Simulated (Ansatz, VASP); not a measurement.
# Zr13W3C16 (Zr0.811W0.189C, cubic rock salt solid solution) in two plane-wave programs

One calculation is typed for both programs; each brings its own data sets. How far apart do they land? The cell is invented: As first built, before any earlier steps moved the atoms (in the runner's words): 1x2x2 conventional cells of the ZrC type (32 atoms: 16 C, 13 Zr, 3 W); Zr/W share their sites, the best of 600 random draws by like-pair counts in two shells; start lattice of ZrC; atoms moved at random by 0.02 A. It may not be a known or stable phase. Of the first pair: The structure shown is the start of the Ansatz relaxation below; VASP solves that cell, so the two are compared at the walk's first step.

Method: plane waves, with VASP 6.6.1 beside it; single point at LDA, in Ansatz 0.2.0.

**1. Set-up**

The cell holds 32 atoms: 16 C, 13 Zr and 3 W. Cell: a = 4.730 Å, b = 9.460 Å, c = 9.460 Å, α = 90.0°, β = 90.0°, γ = 90.0°. It derives from ZrC (ZrC type, space group 225), repeated 1×2×2. As first built, before any earlier steps moved the atoms (in the runner's words): 1x2x2 conventional cells of the ZrC type (32 atoms: 16 C, 13 Zr, 3 W); Zr/W share their sites, the best of 600 random draws by like-pair counts in two shells; start lattice of ZrC; atoms moved at random by 0.02 A.

**2. Ansatz: relaxation, LDA**

Ansatz runs on its default PAW (the set named soft_2) files.

The two programs are compared at the cell with which this relaxation starts, whose forces are those of its first step.

Contents of input.yaml:

```yaml
crystal:
  lattice:
    - [4.73, 0.0, 0.0]
    - [0.0, 9.46, 0.0]
    - [0.0, 0.0, 9.46]
  atoms:
    - { symbol: C, position: [0.98873, 0.00128, 0.99947] }
    - { symbol: C, position: [0.99364, 0.25147, 0.2499] }
    - { symbol: C, position: [0.51247, 0.9953, 0.2483] }
    - { symbol: C, position: [0.50021, 0.24919, 0.00138] }
    - { symbol: C, position: [0.00377, 0.00102, 0.50014] }
    - { symbol: C, position: [0.99707, 0.25039, 0.75189] }
    - { symbol: C, position: [0.50052, 0.99556, 0.75357] }
    - { symbol: C, position: [0.49791, 0.25187, 0.49895] }
    - { symbol: C, position: [0.00459, 0.49931, 0.00316] }
    - { symbol: C, position: [0.00555, 0.74865, 0.24384] }
    - { symbol: C, position: [0.50148, 0.49792, 0.25209] }
    - { symbol: C, position: [0.50162, 0.74922, 0.998] }
    - { symbol: C, position: [0.99642, 0.50311, 0.50205] }
    - { symbol: C, position: [0.99911, 0.75069, 0.75196] }
    - { symbol: C, position: [0.49924, 0.49619, 0.75352] }
    - { symbol: C, position: [0.49866, 0.74872, 0.50007] }
    - { symbol: Zr, position: [0.49598, 0.99772, 0.00049] }
    - { symbol: Zr, position: [0.49703, 0.25092, 0.25087] }
    - { symbol: Zr, position: [0.00841, 0.99946, 0.25022] }
    - { symbol: Zr, position: [0.99776, 0.25255, 0.00106] }
    - { symbol: Zr, position: [0.50169, 0.00403, 0.50065] }
    - { symbol: Zr, position: [0.00122, 0.99726, 0.74634] }
    - { symbol: Zr, position: [0.9979, 0.25025, 0.49773] }
    - { symbol: Zr, position: [0.49603, 0.50164, 0.99884] }
    - { symbol: Zr, position: [0.49761, 0.74932, 0.24773] }
    - { symbol: Zr, position: [0.00374, 0.75307, 0.00225] }
    - { symbol: Zr, position: [0.5066, 0.74587, 0.75197] }
    - { symbol: Zr, position: [0.99954, 0.50297, 0.74869] }
    - { symbol: Zr, position: [0.00356, 0.75384, 0.50137] }
    - { symbol: W, position: [0.50073, 0.24975, 0.75122] }
    - { symbol: W, position: [0.99942, 0.49765, 0.25144] }
    - { symbol: W, position: [0.50729, 0.50097, 0.50242] }
kpoints:
  mp_grid: { grid: [5, 3, 3] }
hamiltonian:
  xc: lda
scf:
  occupations: { method: methfessel_paxton, width: 0.15 }
output:
  forces: true
  stress: true
relax:
  f_tol: 0.02
  max_steps: 45
  cell: { stress_tol: 0.1 }
```

Started as:

```console
$ ansatz run input.yaml --threads 8 --pin off --max-ram 15360MiB --backend cpu --events-out ev --progress --plain --runs-dir out
```

Numbers of over 12 decimals in the logs are rounded to 6 here.

The program printed:

```text
The last accepted step is kept in <dir> (removed where the run ends without a failure and the disk answers)
Engine: ansatz 0.2.0, aarch64-unknown-linux-gnu
Pseudopotentials: kind: paw
Pseudopotential: C, paw, valence charge 4, recommended cutoff 420 eV (normal), C.paw.azcp
Pseudopotential: Zr, paw, valence charge 12, recommended cutoff 420 eV (normal), Zr.paw.azcp
Pseudopotential: W, paw, valence charge 14, recommended cutoff 420 eV (normal), W.paw.azcp
Functional definition: SPW92
  exchange = slater_x
  correlation = pw_c
Crystal: 32 atoms, lattice volume = 423.295 Å³
Basis set: ecut = 420 eV, 8327 PW (Γ)
Bands: 163, of which v1, the nominal top of the filled ones, is band 131 counted from 1 (130 counted from 0)
Symmetry: 1 space group operations
Space group: P1 (ITA 1), of the structure as read, at distance tolerance 7.5e-5 Å
k-points: 23 of 45 (time reversal used)
Non-local potential: C, projectors of the file, l = 0: 2, l = 1: 2, l = 2: 1
Non-local potential: Zr, projectors of the file, l = 0: 3, l = 1: 2, l = 2: 2, l = 3: 2
Non-local potential: W, projectors of the file, l = 0: 3, l = 1: 2, l = 2: 2, l = 3: 1
PAW form: soft (Blöchl's): semilocal exchange-correlation on the pseudo side does not see the compensation charge
PAW frozen core: C, regenerated for the run's functional, and the local potential with it (the file was generated under x = pbe(κ = 0.804, μ = 0.219515), c = pbe(β = 0.066725))
PAW frozen core: Zr, regenerated for the run's functional, and the local potential with it (the file was generated under x = pbe(κ = 0.804, μ = 0.219515), c = pbe(β = 0.066725))
PAW frozen core: W, regenerated for the run's functional, and the local potential with it (the file was generated under x = pbe(κ = 0.804, μ = 0.219515), c = pbe(β = 0.066725))
PAW one-centre angular grid: C, 110 points (default); XC on 64 Gauss nodes
PAW one-centre angular grid: Zr, 590 points (default); XC on 64 Gauss nodes
PAW one-centre angular grid: W, 590 points (default); XC on 64 Gauss nodes
Initial density: superposition of atomic densities (neutral atoms: chi_scale 0, normalization atom), corrected by the library's trained network
Initial wavefunctions: pseudopotential atomic-orbital guess
Functional: x = slater, c = lda
SCF iter   1: F=—  HF=-87304.349865 eV  |F-HF|=—  |Δ(HF+E_count)|=         —  Δρ=8.36e-3  dr2=9.73e-1  ethr=1.77e-3  ⟨swp⟩=4.0  Hψ=13926  notcnv=0
preconditioner: auto → Kerker (q_TF=auto, 2.519 Å⁻¹)  [metal: Δε(μ)=0.004 eV  Ē_g=6.814 eV  σ=0.150 eV  W_gap=0.02  n_scr=118 (ndim 8)  ℏωp=20.9 eV  f_vac=0.000  D(μ)=13.28/eV (n_scr^D=86)]
SCF iter   2: F=—  HF=-87304.292002 eV  |F-HF|=—  |Δ(HF+E_count)|=   5.79e-2  S|Δr|=    0.00e0  Δρ=4.41e-3  dr2=3.50e-1  ethr=3.71e-4  ⟨swp⟩=1.0  Hψ=4324  notcnv=0
SCF iter   3: F=—  HF=-87304.263072 eV  |F-HF|=—  |Δ(HF+E_count)|=   2.89e-2  S|Δr|=    0.00e0  Δρ=7.61e-4  dr2=2.10e-2  ethr=1.34e-4  ⟨swp⟩=2.0  Hψ=3353  notcnv=0
SCF iter   4: F=—  HF=-87304.261030 eV  |F-HF|=—  |Δ(HF+E_count)|=   2.04e-3  S|Δr|=    0.00e0  Δρ=3.15e-4  dr2=2.08e-3  ethr=8.01e-6  ⟨swp⟩=2.0  Hψ=3761  notcnv=0
SCF iter   5: F=—  HF=-87304.260736 eV  |F-HF|=—  |Δ(HF+E_count)|=   2.94e-4  S|Δr|=    0.00e0  Δρ=9.76e-5  dr2=1.17e-4  ethr=7.94e-7  ⟨swp⟩=2.1  Hψ=4060  notcnv=0
SCF iter   6: F=—  HF=-87304.260715 eV  |F-HF|=—  |Δ(HF+E_count)|=   2.15e-5  S|Δr|=    0.00e0  Δρ=2.02e-5  dr2=5.49e-6  ethr=4.46e-8  ⟨swp⟩=2.0  Hψ=4398  notcnv=0
SCF iter   7: F=—  HF=-87304.261514 eV  |F-HF|=—  |Δ(HF+E_count)|=   7.99e-4  S|Δr|=    0.00e0  Δρ=5.29e-6  dr2=5.55e-7  ethr=2.10e-9  ⟨swp⟩=2.0  Hψ=5249  notcnv=0
SCF iter   8: F=-87304.261514 eV  HF=-87304.261514 eV  |F-HF|=3.74e-8  |Δ(HF+E_count)|=   6.37e-8  S|Δr|=    0.00e0  Δρ=1.33e-6  dr2=4.17e-8  ethr=3.82e-11  ⟨swp⟩=4.0  Hψ=11344  notcnv=0
SCF 1 converged in 8 iterations: F = -87304.261514 eV  dr2 = 4.17e-8
  greatest PAW one-centre occupation: 1.000 electrons in one spin orbital (limit 2), on the W atom at site 29 (counted from 0), in its partial waves of l = 0
relax step   1: F+E_penalty+E_count = -87304.26151371 eV  Δ(F+E_penalty+E_count) = +0.000e0 eV  max|allowed force component| = 1.195e0 eV/Å  Δτ_max = 0.0000 Å  P = -22.729 GPa  Ω = 423.295 Å³  (8 SCF iters, dr2 threshold 1.00e-7 eV, accepted)
[...]
relax step  10: F+E_penalty+E_count = -87308.40548258 eV  Δ(F+E_penalty+E_count) = -6.051e-4 eV  max|allowed force component| = 4.304e-3 eV/Å  Δτ_max = 0.0012 Å  P = -0.022 GPa  Ω = 381.862 Å³  energy of the carried Pulay correction = +4.080e-4 eV  (5 SCF iters, dr2 threshold 1.36e-7 eV, accepted)
[...]
relax step  11: F+E_penalty+E_count = -87308.40516803 eV  Δ(F+E_penalty+E_count) = +3.145e-4 eV  max|allowed force component| = 4.355e-3 eV/Å  Δτ_max = 0.0000 Å  P = -0.023 GPa  Ω = 381.862 Å³  stress off target by 3.09e-2 GPa  SCF on the basis re-selected at this cell (its energy is not comparable with the rows above)  (4 SCF iters)
basis re-selected at this cell: Δ(F+E_penalty+E_count) = +3.145e-4 eV, ΔP = -0.001 GPa vs the last step (what re-selecting the basis moved, of the pressure what is left beyond the Pulay correction that the steps carried, after the strain that the cell walked since its last selection, with what the two solves' SCF thresholds leave and, on support functions, any second-order correction that the steps lacked; it is no m [...]
SCF converged after 4 iterations
Stability not checked: this state was not tested for a lower state beside it, because cold or Methfessel-Paxton smearing, or corrected tetrahedra, fill the levels in a way that the test cannot read (fill_not_monotonic; see scf.lower_state_search)
Free energy (F): -87308.405168 eV
Harris-Foulkes:  -87308.405168 eV  (|F-HF|=5.24e-10)
Internal energy: -87308.398800 eV  (E = F + TS)
E sigma→0 (E₀):  -87308.403576 eV
Entropy (-TS):   -0.006368 eV (-0.199 meV/atom)
Fermi energy:    16.777165 eV
--- Per-component energies (eV) ---
  E_band       = -717.405969
  E_kinetic    = 7166.833801
  E_local      = -9695.230982  (includes V_loc(G=0)·N_el)
  E_nonlocal   = 1524.748254
  E_hartree    = 3028.639828
  E_xc         = -3683.509675
  E_vxc        = -4194.407818  (∫ρ·V_xc dr)
  E_paw        = -63420.208983  (= ΣΔE_a)
  E_vpaw       = -1576.629357  (= ΣTr[D̂ρ^β])
  E_aug_tail   = 0.000208  (compensation charges beyond the density's cutoff)
  E_ewald      = -22236.341243
  E_core_change = 6.669991  (= ΣΔE_core)
  E_smearing   = -0.006368  (= −TS)
  E_closure    = 0.000000  (closes the sum)
  Σ components = -87308.405168   (vs F -87308.405168, Δ=0.00e0)
--- Forces (eV/Å), atoms counted from 1 ---
  atom   1  C      0.00013709    -0.00039645     0.00027537
  atom   2  C     -0.00020866    -0.00007131    -0.00108973
  atom   3  C     -0.00010327    -0.00079658     0.00086694
  atom   4  C      0.00029972     0.00130992     0.00085543
  atom   5  C     -0.00008554     0.00018611    -0.00046166
  atom   6  C     -0.00016297    -0.00067881     0.00065569
  atom   7  C      0.00019209    -0.00040456     0.00082207
  atom   8  C      0.00034316    -0.00137312     0.00034432
  atom   9  C      0.00063200    -0.00079782    -0.00435525
  atom  10  C     -0.00007281     0.00102192    -0.00181273
  atom  11  C     -0.00018037    -0.00175506    -0.00221939
  atom  12  C      0.00016320    -0.00035536     0.00011199
  atom  13  C     -0.00054909     0.00107981     0.00283822
  atom  14  C      0.00028533     0.00020953     0.00032655
  atom  15  C     -0.00010897     0.00153792     0.00079509
  atom  16  C      0.00013554     0.00069122     0.00230577
  atom  17  Zr    -0.00005595    -0.00098180    -0.00027537
  atom  18  Zr    -0.00000832     0.00131795     0.00168510
  atom  19  Zr     0.00004760     0.00035144     0.00018267
  atom  20  Zr    -0.00035795     0.00070294     0.00044138
  atom  21  Zr     0.00009796    -0.00030822    -0.00079112
  atom  22  Zr    -0.00005944    -0.00089446    -0.00021643
  atom  23  Zr    -0.00039995    -0.00137021    -0.00286829
  atom  24  Zr    -0.00028838     0.00080318    -0.00203259
  atom  25  Zr     0.00000409     0.00070956    -0.00003107
  atom  26  Zr    -0.00026543    -0.00008063    -0.00039526
  atom  27  Zr    -0.00014741    -0.00033631     0.00108482
  atom  28  Zr     0.00030505     0.00035405     0.00283647
  atom  29  Zr    -0.00012327     0.00024453    -0.00079753
  atom  30  W      0.00002363    -0.00120103     0.00169614
  atom  31  W      0.00023139     0.00034755    -0.00029668
  atom  32  W      0.00027050     0.00094138    -0.00049006
  max |Σ_I F_I| component: 9.43e-6 eV/Å
--- Stress (GPa, compression-positive) ---
       -0.018409       0.000153       0.000118
        0.000153      -0.029310      -0.003952
        0.000118      -0.003952      -0.021283
  P = ⅓ Tr σ = -0.0230 GPa (-0.230 kbar)
--- Relaxed structure (9 steps of the walk, 9 accepted, 2 SCFs on fresh bases) ---
  F+E_penalty+E_count = -87308.40516803 eV   max|allowed force component| = 4.355e-3 eV/Å   (the final SCF, on the basis selected at the relaxed cell)
  cell:  # Å, volume = 381.8618 Å³
    - [4.565119, -2.472007786907045e-6, 4.924820989815403e-6]
    - [-4.94401557381409e-6, 9.141954, 0.00264713]
    - [9.849641979630805e-6, 0.00264713, 9.149874]
  atoms:
    - { symbol: C, position: [1.000481, 0.00131033, 0.999928] }
    - { symbol: C, position: [1.000486, 0.261893, 0.251622] }
    - { symbol: C, position: [0.500490, 1.000778, 0.251580] }
    - { symbol: C, position: [0.500478, 0.251103, -0.00627989] }
    - { symbol: C, position: [0.00048611, 0.00168585, 0.500759] }
    - { symbol: C, position: [1.000494, 0.250863, 0.748478] }
    - { symbol: C, position: [0.500481, 1.009680, 0.749666] }
    - { symbol: C, position: [0.500483, 0.259541, 0.507834] }
    - { symbol: C, position: [0.000469287, 0.498873, 0.00818584] }
    - { symbol: C, position: [0.000481694, 0.738330, 0.251301] }
    - { symbol: C, position: [0.500536, 0.499678, 0.257480] }
    - { symbol: C, position: [0.500478, 0.748095, 1.001237] }
    - { symbol: C, position: [1.000507, 0.499414, 0.495245] }
    - { symbol: C, position: [1.000478, 0.747954, 0.748710] }
    - { symbol: C, position: [0.500482, 0.493009, 0.740446] }
    - { symbol: C, position: [0.500483, 0.738018, 0.499906] }
    - { symbol: Zr, position: [0.500484, 1.000967, 0.000121518] }
    - { symbol: Zr, position: [0.500485, 0.253563, 0.251182] }
    - { symbol: Zr, position: [0.000483123, 0.999447, 0.251162] }
    - { symbol: Zr, position: [1.000487, 0.250008, -0.00143448] }
    - { symbol: Zr, position: [0.500484, 0.000401325, 0.500186] }
    - { symbol: Zr, position: [0.000483064, 1.001440, 0.749750] }
    - { symbol: Zr, position: [1.000492, 0.253147, 0.501462] }
    - { symbol: Zr, position: [0.500484, 0.499236, 0.999085] }
    - { symbol: Zr, position: [0.500483, 0.745940, 0.250964] }
    - { symbol: Zr, position: [0.000485186, 0.749466, 0.000745224] }
    - { symbol: Zr, position: [0.500484, 0.751572, 0.750078] }
    - { symbol: Zr, position: [1.000481, 0.499103, 0.749716] }
    - { symbol: Zr, position: [0.000487633, 0.745830, 0.500048] }
    - { symbol: W, position: [0.500476, 0.245034, 0.748969] }
    - { symbol: W, position: [1.000439, 0.499778, 0.244431] }
    - { symbol: W, position: [0.500487, 0.502001, 0.509017] }
```

**3. VASP: single point, LDA, start cell, pair 1**

The same cell, functional (in two slightly different forms), mesh and smearing now go to VASP, with its own data sets.

Lines of VASP's logs that name or quote its potential files are left out, and so is its time.

Contents of INCAR:

```
SYSTEM = Zr13W3C16
PREC = Accurate
ENCUT = 520
EDIFF = 1E-06
NELM = 120
ISMEAR = 1
SIGMA = 0.15
LREAL = Auto
ALGO = Normal
GGA = PW92
NBANDS = 144
LASPH = .TRUE.
LORBIT = 11
LWAVE = .FALSE.
LCHARG = .FALSE.
ISIF = 2
GGA_COMPAT = .FALSE.
KPAR = 4
```

Contents of POSCAR:

```
Zr13W3C16
1.0
    4.7300000000      0.0000000000      0.0000000000
    0.0000000000      9.4600000000      0.0000000000
    0.0000000000      0.0000000000      9.4600000000
C Zr W
16 13 3
Direct
    0.9887315011      0.0012790698      0.9994714588
    0.9936363636      0.2514693446      0.2499048626
    0.5124735729      0.9952959831      0.2482980973
    0.5002114165      0.2491860465      0.0013847780
    0.0037632135      0.0010147992      0.5001374207
    0.9970613108      0.2503911205      0.7518921776
    0.5005285412      0.9955602537      0.7535729387
    0.4979069767      0.2518710359      0.4989534884
    0.0045877378      0.4993128964      0.0031606765
    0.0055602537      0.7486469345      0.2438372093
    0.5014799154      0.4979175476      0.2520930233
    0.5016279070      0.7492177590      0.9980021142
    0.9964270613      0.5031078224      0.5020507400
    0.9991120507      0.7506871036      0.7519556025
    0.4992389006      0.4961945032      0.7535200846
    0.4986680761      0.7487209302      0.5000739958
    0.4959830867      0.9977167019      0.0004862579
    0.4970401691      0.2509196617      0.2508668076
    0.0084143763      0.9994608879      0.2502219873
    0.9977589852      0.2525475687      0.0010570825
    0.5016913319      0.0040274841      0.5006448203
    0.0012262156      0.9972621564      0.7463424947
    0.9979069767      0.2502536998      0.4977272727
    0.4960253700      0.5016384778      0.9988372093
    0.4976109937      0.7493234672      0.2477272727
    0.0037420719      0.7530655391      0.0022515856
    0.5065961945      0.7458668076      0.7519661734
    0.9995348837      0.5029704017      0.7486892178
    0.0035517970      0.7538372093      0.5013742072
    0.5007399577      0.2497463002      0.7512156448
    0.9994291755      0.4976532770      0.2514376321
    0.5072938689      0.5009725159      0.5024207188
```

Contents of KPOINTS:

```
Automatic mesh
0
Gamma
5 3 3
0 0 0
```

The projector-augmented-wave data sets are C, Zr_sv and W (LDA family, release 64).

Started as:

```console
$ mpirun -np 4 vasp_std
```

The program printed:

```text
[banner, memory and clock lines left out]
running    4 mpi-ranks, on    1 nodes
[...]
|                                                                             |
|               ----> ADVICE to this user running VASP <----                  |
|                                                                             |
|     You enforced a specific xc type in the INCAR file but a different       |
|     [... a line on the potential file left out ...]
|     I HOPE YOU KNOW WHAT YOU ARE DOING!                                     |
|                                                                             |

 LDA part: xc-table for (Slater(with rela. corr.)+PW92), standard interpolation
 POSCAR, INCAR and KPOINTS ok, starting setup
[...]
entering main loop
       N       E                     dE             d eps       ncg     rms          rms(c)
DAV:   1     0.218295330506E+04    0.21830E+04   -0.12268E+05  6624   0.164E+03
DAV:   2    -0.138465401249E+03   -0.23214E+04   -0.22341E+04  7400   0.472E+02
DAV:   3    -0.387458627349E+03   -0.24899E+03   -0.24384E+03  9848   0.124E+02
DAV:   4    -0.406190432130E+03   -0.18732E+02   -0.18682E+02  9648   0.295E+01
[...]
DAV:  16    -0.345051620614E+03    0.23552E-04   -0.19392E-04  9008   0.384E-02    0.240E-02
DAV:  17    -0.345051617222E+03    0.33917E-05   -0.28826E-05  8224   0.162E-02    0.126E-02
DAV:  18    -0.345051616296E+03    0.92668E-06   -0.55587E-06  6656   0.712E-03
   1 F= -.34505162E+03 E0= -.34504727E+03  d E =-.130341E-01
```

OUTCAR, selected parts (step 3):

```text
  Total      -60.7976054    -59.8310742    -58.5760338     -0.0645584     -0.2367027      0.3410197
  in kB     -230.1196174   -226.4612857   -221.7109440     -0.2443541     -0.8959223      1.2907635
  external PRESSURE =    -226.0972824 kB  Pullay stress =       0.0000000 kB

 POSITION                                       TOTAL-FORCE (eV/Angst)
 -----------------------------------------------------------------------------------
      4.67670      0.01210      9.45500         0.568769     -0.004136     -0.028540
      4.69990      2.37890      2.36410         0.310145      1.035994      0.259365
      2.42400      9.41550      2.34890        -0.516239      0.442578      0.288313
      2.36600      2.35730      0.01310        -0.107040      0.211227     -0.823136
      0.01780      0.00960      4.73130        -0.070408      0.188397      0.135385
      4.71610      2.36870      7.11290        -0.038273      0.117438     -0.374883
      2.36750      9.41800      7.12880         0.011068      1.179051     -0.415724
      2.35510      2.38270      4.72010         0.132821      0.856803      0.845154
      0.02170      4.72350      0.02990        -0.243540      0.015857      0.646515
      0.02630      7.08220      2.30670        -0.164464     -0.805416      0.851826
      2.37200      4.71030      2.38480         0.025208      0.251868      0.817010
      2.37270      7.08760      9.44110        -0.052362     -0.145786      0.454617
      4.71310      4.75940      4.74940        -0.103151     -0.318485     -0.942400
      4.72580      7.10150      7.11350         0.134914     -0.257250     -0.489344
[...]
-----------------------------------------------------------------------------------
    total drift:                               -0.004504     -0.005643     -0.034383

  FREE ENERGIE OF THE ION-ELECTRON SYSTEM (eV)
  ---------------------------------------------------
  free  energy   TOTEN  =      -345.0516162957 eV

  energy  without entropy=     -345.0385822036  energy(sigma->0) =     -345.04727160

[... 3 further parts left out ...]
[key lines of the parts left out:]
E-fermi :   8.9884
```

The k-mesh is coarse for a metal. The data set W keeps the semicore shell frozen, which is cheaper and a little less accurate.

(Continued in part 2 of 2.)

[Lines on the potential files, build, host, timing and source positions are cut from VASP's logs without a mark.]

[Logs are printed without paths, hosts, clocks, repeated set-up lines and the standing remarks that a program may print on its own settings, such as how far it seeks lower states.]

[Hosts, paths, dates, database ids (printed as entryN), source tags and the programs' standing remarks are cut or masked in the printed files.]
